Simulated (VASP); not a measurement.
Computed with PBE GGA, VASP's PBE PAW potentials (set 64) (plane waves; VASP).

A VASP calculation is set up with these files.

File POSCAR:
```
Pt3Rh
3.2634880
  0.0000000000   1.0000000000   1.0000000000
  1.0000000000   0.0000000000   1.0000000000
  1.0000000000   1.0000000000   0.0000000000
Rh Pt
1 3
direct
  0.0000000000   0.0000000000   0.0000000000
  0.5000000000   0.5000000000   0.5000000000
  0.2500000000   0.2500000000   0.2500000000
  0.7500000000   0.7500000000   0.7500000000
```

### INCAR
```
! general
SYSTEM  = Pt3Rh
PREC    = Accurate
ENCUT   = 300
LREAL   = .False.   ! projection in real space or not
LASPH   = .True.

! electronic loop
EDIFF   = 1E-6   ! SCF stop (eV)
NELM    = 100   ! most electronic steps
ALGO    = Normal   ! blocked Davidson
LMAXMIX = 6   ! l cut-off of mixed one-centre charges

! smearing
ISMEAR  = -1   ! Fermi-Dirac
SIGMA   = 0.136   ! width (eV)

! functional
GGA     = PE   ! PBE

! ions
ISIF    = 2   ! forces and stress, cell fixed

! output
LWAVE   = .False.
LCHARG  = .False.
```

KPOINTS:
```
Automatic mesh
0
Gamma
6 6 6
0 0 0
```

POTCAR, in this order: Rh_pv Pt (PBE.64 set). Program: vasp_std.

Output of the run:

OSZICAR:
```
       N       E                     dE             d eps       ncg     rms          rms(c)
DAV:   1     0.221830774403E+03    0.22183E+03   -0.18152E+04   992   0.105E+03
DAV:   2    -0.187994383269E+02   -0.24063E+03   -0.23274E+03  1025   0.302E+02
DAV:   3    -0.260757613810E+02   -0.72763E+01   -0.68400E+01   947   0.506E+01
DAV:   4    -0.261927902510E+02   -0.11703E+00   -0.11653E+00   935   0.639E+00
DAV:   5    -0.261955271906E+02   -0.27369E-02   -0.27365E-02   935   0.927E-01    0.152E+01
DAV:   6    -0.253974863897E+02    0.79804E+00   -0.83901E+00   955   0.189E+01    0.126E+01
DAV:   7    -0.253064318006E+02    0.91055E-01   -0.13319E+01   964   0.203E+01    0.932E+00
DAV:   8    -0.246721292260E+02    0.63430E+00   -0.17634E+00   971   0.119E+01    0.337E+00
DAV:   9    -0.246732335805E+02   -0.11044E-02   -0.25173E-01   922   0.373E+00    0.193E+00
DAV:  10    -0.246604015896E+02    0.12832E-01   -0.78750E-02   917   0.274E+00    0.892E-01
DAV:  11    -0.246553119011E+02    0.50897E-02   -0.25491E-02   988   0.122E+00    0.144E-01
DAV:  12    -0.246551638479E+02    0.14805E-03   -0.10797E-03   953   0.237E-01    0.332E-02
DAV:  13    -0.246551581650E+02    0.56829E-05   -0.37009E-05   933   0.546E-02    0.758E-03
DAV:  14    -0.246551589701E+02   -0.80511E-06   -0.26194E-06   647   0.119E-02
   1 F= -.24655159E+02 E0= -.24464690E+02  d E =-.380938E+00
```

**OUTCAR**
```
------------------------ aborting loop because EDIFF is reached ----------------------------------------
  FORCE on cell =-STRESS in cart. coord.  units (eV):
  Direction    XX          YY          ZZ          XY          YZ          ZX
  --------------------------------------------------------------------------------------
  Total       -8.6426084     -8.6426084     -8.6426084      0.0000000      0.0000000     -0.0000000
  in kB     -199.1954270   -199.1954270   -199.1954270      0.0000000      0.0000000     -0.0000000
  external PRESSURE =    -199.1954270 kB  Pullay stress =       0.0000000 kB
  volume of cell :       69.51
      direct lattice vectors                 reciprocal lattice vectors
     0.000000000  3.263488000  3.263488000    -0.153210307  0.153210307  0.153210307
     3.263488000  0.000000000  3.263488000     0.153210307 -0.153210307  0.153210307
     3.263488000  3.263488000  0.000000000     0.153210307  0.153210307 -0.153210307
 POSITION                                       TOTAL-FORCE (eV/Angst)
 -----------------------------------------------------------------------------------
      0.00000      0.00000      0.00000        -0.000000     -0.000000     -0.000000
      3.26349      3.26349      3.26349        -0.000000     -0.000000     -0.000000
      1.63174      1.63174      1.63174        -0.000000     -0.000000     -0.000000
      4.89523      4.89523      4.89523         0.000000      0.000000      0.000000
 -----------------------------------------------------------------------------------
    total drift:                                0.000000     -0.000000      0.000000
  FREE ENERGIE OF THE ION-ELECTRON SYSTEM (eV)
  ---------------------------------------------------
  free  energy   TOTEN  =       -24.6551589701 eV

  energy  without entropy=      -24.2742209665  energy(sigma->0) =      -24.46468997
```
(Selected blocks of OUTCAR.)

At this cut-off the stress carries a Pulay error, which pulls relaxed volumes low.

The structure was generated: Pt3Rh was put into an ordered model structure, which need not be its known phase. The cell was not relaxed at this level. The electron count is odd and the run is not spin-polarised, which forces a metal.
